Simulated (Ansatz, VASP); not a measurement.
# AlAu2 (Au-Al-Au stack, (111) layers) in two plane-wave programs, part 2 of 2

Aim: how closely do two programs agree when they are given the same cell, functional and k mesh? The cell is taken from a series of runs on this material, whose earlier steps may have relaxed, scaled, displaced or heated it; both programs get it as it stands.

VASP 6.6.1 and Ansatz 0.2.0.

So far: The starting structure; Ansatz: zone-centre phonons, LDA.

### Step 3. VASP: zone-centre phonons, LDA

Level of this step: LDA; plane waves and PAW (Au, Al) (VASP).

The same cell, functional (in two slightly different forms), mesh and smearing now go to VASP, with its own data sets.

Lines of VASP's logs that name or quote its potential files are left out, and so is its time.

Input file INCAR:

```
SYSTEM = AlAu2
PREC = Accurate
ENCUT = 500
EDIFF = 1E-08
NELM = 120
ISMEAR = 1
SIGMA = 0.2
LREAL = .FALSE.
ALGO = Normal
GGA = PW92
NBANDS = 18
LASPH = .TRUE.
LORBIT = 11
LWAVE = .FALSE.
LCHARG = .FALSE.
ISIF = 2
IBRION = 8
GGA_COMPAT = .FALSE.
NELMDL = -8
```

Input file POSCAR:

```
AlAu2
1.0
    2.9570459928      0.0000000000      0.0000000000
   -1.4785229964      2.5608769499      0.0000000000
    0.0000000000      0.0000000000     33.1530758754
Au Al
2 1
Direct
    1.0000000000      0.0000000000      0.1784815850
    0.6666666666      0.3333333334      0.2943716748
    0.3333333333      0.6666666667      0.2364266299
```

Input file KPOINTS:

```
Automatic mesh
0
Gamma
9 9 1
0 0 0
```

PAW data sets: Au and Al (LDA family, release 64).

Launch:

```
> mpirun -np 1 vasp_std
```

Numbers of over 12 decimals in the logs are rounded to 6 here.

The log of the run:

```text
[banner, memory and clock lines left out]
running    1 mpi-ranks, on    1 nodes
 distrk:  each k-point on    1 cores,    1 groups
 distr:  one band on    1 cores,    1 groups

 POSCAR found type information on POSCAR AuAl
 POSCAR found :  2 types and       3 ions
|                                                                             |
|               ----> ADVICE to this user running VASP <----                  |
|                                                                             |
|     You enforced a specific xc type in the INCAR file but a different       |
|     [... a line on the potential file left out ...]
|     I HOPE YOU KNOW WHAT YOU ARE DOING!                                     |
|                                                                             |

 LDA part: xc-table for (Slater(with rela. corr.)+PW92), standard interpolation
 POSCAR, INCAR and KPOINTS ok, starting setup
 FFT: planning ... GRIDC
 FFT: planning ... GRID_SOFT
 FFT: planning ... GRID
 WAVECAR not read
 entering main loop
       N       E                     dE             d eps       ncg     rms          rms(c)
DAV:   1     0.168873280458E+03    0.16887E+03   -0.84729E+03   432   0.974E+02
DAV:   2    -0.652162849491E+01   -0.17539E+03   -0.16537E+03   640   0.198E+02
DAV:   3    -0.142738270121E+02   -0.77522E+01   -0.76171E+01   492   0.492E+01
DAV:   4    -0.143931423364E+02   -0.11932E+00   -0.11922E+00   652   0.638E+00
DAV:   5    -0.143943303664E+02   -0.11880E-02   -0.11880E-02   622   0.502E-01
DAV:   6    -0.143943592876E+02   -0.28921E-04   -0.28921E-04   676   0.594E-02
DAV:   7    -0.143943607878E+02   -0.15002E-05   -0.15003E-05   620   0.774E-03
DAV:   8    -0.143943608900E+02   -0.10221E-06   -0.10195E-06   664   0.151E-03    0.120E+01
DAV:   9    -0.128233899999E+02    0.15710E+01   -0.75556E+00   448   0.219E+01    0.701E+00
DAV:  10    -0.127450198235E+02    0.78370E-01   -0.42552E-01   454   0.458E+00    0.331E+00
DAV:  11    -0.127265880056E+02    0.18432E-01   -0.35096E-02   516   0.106E+00    0.441E-01
DAV:  12    -0.127256686461E+02    0.91936E-03   -0.90629E-03   514   0.597E-01    0.165E-01
DAV:  13    -0.127254132144E+02    0.25543E-03   -0.18539E-03   530   0.328E-01    0.593E-02
DAV:  14    -0.127254336674E+02   -0.20453E-04   -0.64215E-05   592   0.494E-02    0.202E-02
[...]
DAV:  18    -0.127254546791E+02   -0.12919E-04   -0.12723E-06   446   0.202E-03    0.445E-03
DAV:  19    -0.127254581424E+02   -0.34633E-05   -0.12765E-07   488   0.136E-03    0.172E-03
DAV:  20    -0.127254592071E+02   -0.10647E-05   -0.95080E-08   390   0.679E-04    0.642E-04
DAV:  21    -0.127254598422E+02   -0.63508E-06   -0.32445E-09   348   0.239E-04    0.391E-04
DAV:  22    -0.127254603537E+02   -0.51147E-06   -0.37609E-09   342   0.124E-04    0.134E-04
DAV:  23    -0.127254605752E+02   -0.22154E-06   -0.39265E-09   342   0.113E-04    0.110E-04
DAV:  24    -0.127254606110E+02   -0.35777E-07   -0.25795E-09   352   0.896E-05    0.149E-05
DAV:  25    -0.127254606151E+02   -0.41002E-08   -0.57634E-11   338   0.349E-05
   1 F= -.12725461E+02 E0= -.12728436E+02  d E =0.892696E-02
 Linear response reoptimize wavefunctions to high precision
DAV:   1    -0.127254606198E+02   -0.46953E-08   -0.36741E-11   344   0.244E-05
DAV:   2    -0.127254606198E+02    0.72760E-11    0.41809E-11   326   0.104E-05
 Linear response DOF=           4
 Linear response progress:
  Degree of freedom:   1/  4
       N       E                     dE             d eps       ncg     rms          rms(c)
RMM:   1    -0.272037808961E+00   -0.27204E+00   -0.23077E-01  2512   0.373E+00
RMM:   2    -0.272416683495E+00   -0.37887E-03   -0.31078E-03  2231   0.413E-01    0.101E-01
RMM:   3    -0.271797884326E+00    0.61880E-03   -0.39292E-04  2310   0.125E-01    0.510E-02
RMM:   4    -0.271521129914E+00    0.27675E-03   -0.45477E-04  2412   0.121E-01    0.134E-02
RMM:   5    -0.271515665067E+00    0.54648E-05   -0.26172E-05  2395   0.336E-02    0.565E-03
RMM:   6    -0.271460139265E+00    0.55526E-04   -0.38183E-06  2481   0.112E-02    0.139E-03
RMM:   7    -0.271452635786E+00    0.75035E-05   -0.21393E-07  2507   0.293E-03    0.364E-04
RMM:   8    -0.271448748991E+00    0.38868E-05   -0.19212E-08  2563   0.741E-04    0.140E-04
RMM:   9    -0.271446424917E+00    0.23241E-05    0.11634E-09  2562   0.194E-04    0.501E-05
RMM:  10    -0.271446634467E+00   -0.20955E-06   -0.47209E-09  2576   0.113E-04    0.153E-05
RMM:  11    -0.271446627091E+00    0.73765E-08   -0.28018E-09  2569   0.335E-05    0.627E-06
 first order change of Fermi-energy   0.10830E-03
 force on displaced ion       1 direction 1 :  -1.723  -0.000   0.001
 Linear response progress:
  Degree of freedom:   2/  4
       N       E                     dE             d eps       ncg     rms          rms(c)
RMM:   1    -0.353986378264E+00   -0.35399E+00   -0.25036E-01   756   0.379E+00
RMM:   2    -0.352333344712E+00    0.16530E-02   -0.46695E-03   663   0.477E-01    0.129E-01
RMM:   3    -0.352202308653E+00    0.13104E-03   -0.80712E-04   712   0.184E-01    0.108E-01
RMM:   4    -0.352175048247E+00    0.27260E-04   -0.12374E-04   730   0.669E-02    0.535E-02
RMM:   5    -0.352358672742E+00   -0.18362E-03   -0.10593E-04   726   0.621E-02    0.406E-02
RMM:   6    -0.352360808092E+00   -0.21353E-05   -0.21769E-05   723   0.299E-02    0.498E-03
RMM:   7    -0.352337632772E+00    0.23175E-04   -0.90305E-07   744   0.587E-03    0.253E-03
RMM:   8    -0.352316081510E+00    0.21551E-04   -0.37283E-07   720   0.245E-03    0.619E-04
RMM:   9    -0.352310827111E+00    0.52544E-05    0.15429E-08   747   0.685E-04    0.218E-04
RMM:  10    -0.352311221766E+00   -0.39465E-06    0.22366E-08   725   0.355E-04    0.926E-05
RMM:  11    -0.352311407117E+00   -0.18535E-06   -0.10826E-08   743   0.229E-04    0.595E-05
RMM:  12    -0.352313194189E+00   -0.17871E-05    0.62131E-10   770   0.174E-04    0.257E-05
RMM:  13    -0.352313849986E+00   -0.65580E-06    0.24376E-08   776   0.923E-05    0.209E-05
RMM:  14    -0.352313879682E+00   -0.29696E-07   -0.10220E-07   767   0.475E-05    0.812E-06
RMM:  15    -0.352313918596E+00   -0.38914E-07   -0.89013E-08   775   0.362E-05    0.535E-06
RMM:  16    -0.352313916274E+00    0.23221E-08   -0.77236E-08   778   0.332E-05    0.260E-06
 first order change of Fermi-energy   0.71194E+00
 force on displaced ion       1 direction 3 :  -0.000   0.000  -5.907
 Linear response progress:
  Degree of freedom:   3/  4
       N       E                     dE             d eps       ncg     rms          rms(c)
RMM:   1    -0.412890832090E-02   -0.41289E-02   -0.30114E-03  1885   0.436E-01
RMM:   2    -0.375658591116E-02    0.37232E-03   -0.11711E-04  1387   0.706E-02    0.425E-02
RMM:   3    -0.372984666774E-02    0.26739E-04   -0.15570E-05  1401   0.234E-02    0.247E-02
RMM:   4    -0.372271339064E-02    0.71333E-05   -0.13340E-05  1481   0.211E-02    0.325E-03
RMM:   5    -0.371942444464E-02    0.32889E-05   -0.76128E-07  1509   0.539E-03    0.565E-04
RMM:   6    -0.371885111302E-02    0.57333E-06   -0.34952E-08  1522   0.128E-03    0.248E-04
RMM:   7    -0.371877960654E-02    0.71506E-07   -0.34497E-09  1525   0.358E-04    0.749E-05
RMM:   8    -0.371869856940E-02    0.81037E-07   -0.66246E-10  1534   0.942E-05    0.122E-05
RMM:   9    -0.371871921323E-02   -0.20644E-07    0.25151E-09  1540   0.218E-05    0.497E-06
RMM:  10    -0.371872527846E-02   -0.60652E-08    0.54517E-10  1543   0.767E-06    0.104E-06
 first order change of Fermi-energy  -0.94184E-04
 force on displaced ion       3 direction 1 :  -3.247   0.000   0.000
 Linear response progress:
  Degree of freedom:   4/  4
       N       E                     dE             d eps       ncg     rms          rms(c)
RMM:   1    -0.191509361096E-01   -0.19151E-01    0.10001E-01  1159   0.116E+00
RMM:   2    -0.201206711497E-01   -0.96974E-03   -0.34680E-03   678   0.274E-01    0.150E-01
RMM:   3    -0.199601533597E-01    0.16052E-03   -0.22571E-03   727   0.155E-01    0.111E-01
RMM:   4    -0.198753535364E-01    0.84800E-04   -0.43603E-04   735   0.613E-02    0.416E-02
RMM:   5    -0.198055354909E-01    0.69818E-04   -0.21776E-04   723   0.582E-02    0.176E-02
RMM:   6    -0.197917842325E-01    0.13751E-04   -0.28358E-05   732   0.107E-02    0.626E-03
RMM:   7    -0.197862648512E-01    0.55194E-05   -0.76062E-06   724   0.654E-03    0.902E-04
RMM:   8    -0.197861297361E-01    0.13512E-06   -0.18031E-06   734   0.114E-03    0.246E-04
RMM:   9    -0.197858900349E-01    0.23970E-06   -0.41608E-07   734   0.294E-04    0.647E-05
RMM:  10    -0.197859182388E-01   -0.28204E-07   -0.12331E-07   739   0.109E-04    0.429E-05
RMM:  11    -0.197858538919E-01    0.64347E-07   -0.45618E-08   765   0.177E-04    0.598E-05
RMM:  12    -0.197858202437E-01    0.33648E-07    0.28973E-08   766   0.479E-05    0.194E-05
RMM:  13    -0.197858254116E-01   -0.51679E-08    0.79942E-08   775   0.634E-05    0.142E-05
 first order change of Fermi-energy   0.17383E-03
 force on displaced ion       3 direction 3 :   0.000   0.000 -11.036
 Linear response finished
```

Parts of OUTCAR (step 3):

```text
ion  position               nearest neighbor table
   1  0.000  0.000  0.178-   3 2.57   3 2.57   3 2.57
   2  0.667  0.333  0.294-   3 2.57   3 2.57   3 2.57
   3  0.333  0.667  0.236-   2 2.57   1 2.57   2 2.57   1 2.57   2 2.57   1 2.57

  LATTYP: Found a hexagonal cell.
 ALAT       =     2.9570459928
 C/A-ratio  =    11.2115523249

 Subroutine GETGRP returns: Found 12 space group operations
 (whereof  6 operations were pure point group operations)

The static configuration has the point symmetry C_3v.
 The point group associated with its full space group is D_3d.

 Found     12 irreducible k-points:

   k-points           NKPTS =     12   k-points in BZ     NKDIM =     12   number of bands    NBANDS=     18

   dimension x,y,z NGX =    24 NGY =   24 NGZ =  250
   dimension x,y,z NGXF=    48 NGYF=   48 NGZF=  500

   ENCUT  =  500.0 eV  36.75 Ry    6.06 a.u.   5.39  5.39 60.45*2*pi/ulx,y,z

   NELECT =      25.0000    total number of electrons

 k-points in reciprocal lattice and weights: Automatic mesh
   0.00000000  0.00000000  0.00000000       0.012
   0.11111111 -0.00000000  0.00000000       0.074
   0.22222222 -0.00000000  0.00000000       0.074
   0.33333333 -0.00000000  0.00000000       0.074
   0.44444444 -0.00000000  0.00000000       0.074
   0.11111111  0.11111111  0.00000000       0.074
   0.22222222  0.11111111  0.00000000       0.148
   0.33333333  0.11111111  0.00000000       0.148
   0.44444444  0.11111111  0.00000000       0.074
   0.22222222  0.22222222  0.00000000       0.074
   0.33333333  0.22222222  0.00000000       0.148
   0.33333333  0.33333333  0.00000000       0.025

 average (electrostatic) potential at core
       1 -76.4034       2 -76.4034       3 -81.2516

  Total       -0.5399094     -0.5399094      1.0102702      0.0000000      0.0000000     -0.0000000
  in kB       -3.4455680     -3.4455680      6.4472945      0.0000000      0.0000000     -0.0000000
  external PRESSURE =      -0.1479472 kB  Pullay stress =       0.0000000 kB

  energy-cutoff  :      500.00
  volume of cell :      251.06
      direct lattice vectors                 reciprocal lattice vectors
     2.957045993  0.000000000  0.000000000     0.338175328  0.195245617  0.000000000
    -1.478522996  2.560876950  0.000000000     0.000000000  0.390491234  0.000000000
     0.000000000  0.000000000 33.153075875     0.000000000  0.000000000  0.030163114

 POSITION                                       TOTAL-FORCE (eV/Angst)
 -----------------------------------------------------------------------------------
      0.00000      0.00000      5.91721         0.000000      0.000000     -0.269673
      1.47852      0.85363      9.75933        -0.000000      0.000000      0.269673
     -0.00000      1.70725      7.83827         0.000000      0.000000      0.000000
 -----------------------------------------------------------------------------------
    total drift:                                0.000000     -0.000000      0.000028

 Eigenvectors and eigenvalues of the dynamical matrix
 ----------------------------------------------------

   1 f  =   10.334781 THz    64.935346 2PiTHz  344.731199 cm-1    42.741202 meV
             X         Y         Z           dx          dy          dz
      0.000000  0.000000  5.917214    -0.000000   -0.000000   -0.178989
      1.478523  0.853626  9.759326    -0.000000   -0.000000   -0.178989
     -0.000000  1.707251  7.838270     0.000000    0.000000    0.967433

   2 f  =    5.605800 THz    35.222278 2PiTHz  186.989349 cm-1    23.183714 meV
             X         Y         Z           dx          dy          dz
      0.000000  0.000000  5.917214     0.178894    0.000002    0.000000
      1.478523  0.853626  9.759326     0.178894    0.000002   -0.000000
     -0.000000  1.707251  7.838270    -0.967468   -0.000011    0.000000

   3 f  =    5.605800 THz    35.222278 2PiTHz  186.989349 cm-1    23.183714 meV
             X         Y         Z           dx          dy          dz
      0.000000  0.000000  5.917214     0.000002   -0.178894   -0.000000
      1.478523  0.853626  9.759326     0.000002   -0.178894   -0.000000
     -0.000000  1.707251  7.838270    -0.000011    0.967468   -0.000000

   4 f  =    2.795649 THz    17.565579 2PiTHz   93.252802 cm-1    11.561869 meV
             X         Y         Z           dx          dy          dz
      0.000000  0.000000  5.917214     0.000000   -0.000000   -0.707107
      1.478523  0.853626  9.759326     0.000000    0.000000    0.707107
     -0.000000  1.707251  7.838270    -0.000000    0.000000    0.000000

   5 f  =    1.504661 THz     9.454062 2PiTHz   50.190078 cm-1     6.222774 meV
             X         Y         Z           dx          dy          dz
      0.000000  0.000000  5.917214     0.707107   -0.000009   -0.000000
      1.478523  0.853626  9.759326    -0.707107    0.000009    0.000000
     -0.000000  1.707251  7.838270     0.000000    0.000000   -0.000000

   6 f  =    1.504661 THz     9.454062 2PiTHz   50.190078 cm-1     6.222774 meV
             X         Y         Z           dx          dy          dz
      0.000000  0.000000  5.917214    -0.000009   -0.707107    0.000000
      1.478523  0.853626  9.759326     0.000009    0.707107   -0.000000
     -0.000000  1.707251  7.838270    -0.000000    0.000000   -0.000000

   7 f/i=    0.000565 THz     0.003552 2PiTHz    0.018858 cm-1     0.002338 meV
             X         Y         Z           dx          dy          dz
      0.000000  0.000000  5.917214     0.000000    0.000000   -0.684078
      1.478523  0.853626  9.759326     0.000000    0.000000   -0.684078
     -0.000000  1.707251  7.838270     0.000000    0.000000   -0.253129

   8 f/i=    0.001090 THz     0.006848 2PiTHz    0.036357 cm-1     0.004508 meV
             X         Y         Z           dx          dy          dz
      0.000000  0.000000  5.917214     0.246998    0.637957    0.000000
      1.478523  0.853626  9.759326     0.246998    0.637957    0.000000
     -0.000000  1.707251  7.838270     0.091344    0.235928    0.000000

   9 f/i=    0.001090 THz     0.006848 2PiTHz    0.036357 cm-1     0.004508 meV
             X         Y         Z           dx          dy          dz
      0.000000  0.000000  5.917214    -0.637957    0.246998    0.000000
      1.478523  0.853626  9.759326    -0.637957    0.246998    0.000000
     -0.000000  1.707251  7.838270    -0.235928    0.091344    0.000000

 ELASTIC MODULI CONTR FROM IONIC RELAXATION (kBar)
 Direction    XX          YY          ZZ          XY          YZ          ZX
 --------------------------------------------------------------------------------
 XX        -141.9135   -134.6503   -198.2244      0.0000      8.3267     -0.0000
 YY        -134.6503   -141.9135   -198.2244      0.0000     -8.3267     -0.0000
 ZZ        -198.2244   -198.2244   -284.1509      0.0000     -0.0000     -0.0000
 XY           0.0000      0.0000      0.0000     -3.6316     -0.0000     15.7542
 YZ           8.3267     -8.3267     -0.0000     -0.0000    -19.0918      0.0000
 ZX          -0.0000     -0.0000     -0.0000     15.7542      0.0000    -68.3431
 --------------------------------------------------------------------------------
```

### Step 4. Comparison

Known differences besides the potentials themselves: Ansatz cuts the interaction across the vacuum, VASP repeats the sheet without a dipole correction; VASP's run holds the zone centre alone; the data sets hold 41 valence electrons in Ansatz (on its default PAW (the set named soft_2) files) and 25 in VASP; the cutoff is 420 eV in Ansatz and 500 eV in VASP; VASP's log shows a relativistic correction to its local exchange, Ansatz's none. Total energies have different zeros and are not compared.

The two programs side by side:

| quantity | Ansatz | VASP | difference |
| --- | --- | --- | --- |
| optical mode 1 to 2 (cm⁻¹) | 49.9 | 50.2 | -0.3 |
| optical mode 3 (cm⁻¹) | 93.7 | 93.3 | +0.51 % |
| optical mode 4 to 5 (cm⁻¹) | 185.2 | 187.0 | -0.97 % |
| optical mode 6 (cm⁻¹) | 342.7 | 344.7 | -0.59 % |

Modes are paired by rising frequency, not by their patterns, so a pair may set unlike modes beside each other; they are those without the splitting of longitudinal modes. Where the cell holds vacuum, a pressure given here is an average over it and none of the material.

### Step 5. Summary of results

| Item | Value |
| --- | --- |
| r.m.s. difference of the optical zone-centre modes, each program's sorted by frequency (zone-centre phonons, LDA) | 1.4 cm⁻¹ |
| difference in optical mode 4 to 5 (zone-centre phonons, LDA) | -1.0 % |

In words: The r.m.s. difference of the optical zone-centre modes, each program's sorted by frequency is 1.4 cm⁻¹ (zone-centre phonons, LDA). The data sets hold unlike numbers of valence electrons (41 in Ansatz and 25 in VASP), so part of the differences may come from the potentials. Among the rows given in per cent, the largest difference of the zone-centre phonons, LDA pair is in optical mode 4 to 5, -1.0 %. How closely two codes agree says nothing of how well the functional describes the real material.

[Lines on the potential files, build, host, timing and source positions are cut from VASP's logs without a mark.]

[Logs are printed without paths, hosts, clocks, repeated set-up lines and the standing remarks that a program may print on its own settings, such as how far it seeks lower states.]

[Hosts, paths, dates, database ids (printed as entryN), source tags and the programs' standing remarks are cut or masked in the printed files.]
